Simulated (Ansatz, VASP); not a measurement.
Two plane-wave programs on CaAl4O

```xyz
6
Lattice="2.6204 -4.4072 0.0000 2.6204 4.4072 0.0000 0.0000 0.0000 4.2136" Properties=species:S:1:pos:R:3 pbc="T T T"
Ca    0.0000    0.0000    0.0000
Al    2.6204   -1.4851    0.0000
Al    2.6204    1.4851    0.0000
Al    1.3102   -2.2036    2.1068
Al    1.3102    2.2036    2.1068
O     2.6204    0.0000    2.1068
```

Change from the starting cell: species swapped into the HoAlNi4 type (Cmmm, No. 65).

Alike in both runs: task single point; functional PBE; k mesh 4 × 4 × 4; occupations gaussian, width 0.1 eV; no spin polarisation.

|  | VASP | Ansatz |
| --- | --- | --- |
| version | VASP 6.6.1 | Ansatz 0.2.0 |
| potentials or method | VASP PAW PBE potentials, release 64 (Ca_sv, Al, O) | scalar-relativistic, plane waves, PAW |
| plane-wave cutoff (eV) | 520 | 420 |
| valence electrons in the cell | 28 | 28 |

VASP gave:

- gap on the k mesh at the Fermi level (eV): none
- pressure (GPa): 10.2
- largest component of the traceless stress (GPa): 9.11
- rms of the force components (eV/Å): 0.291

Question: What did Ansatz give for the same quantities?

Answer: gap on the k mesh at the Fermi level (eV): none; pressure (GPa): 10.2; largest component of the traceless stress (GPa): 9.15; rms of the force components (eV/Å): 0.290.

Atom by atom the forces differ by 0.001 eV/Å (rms over components). A gap of «none» marks a metal or a gap that the smearing closes.

Caveats: the k mesh is coarse (spacing up to 0.37 Å⁻¹), so the values aren't converged.
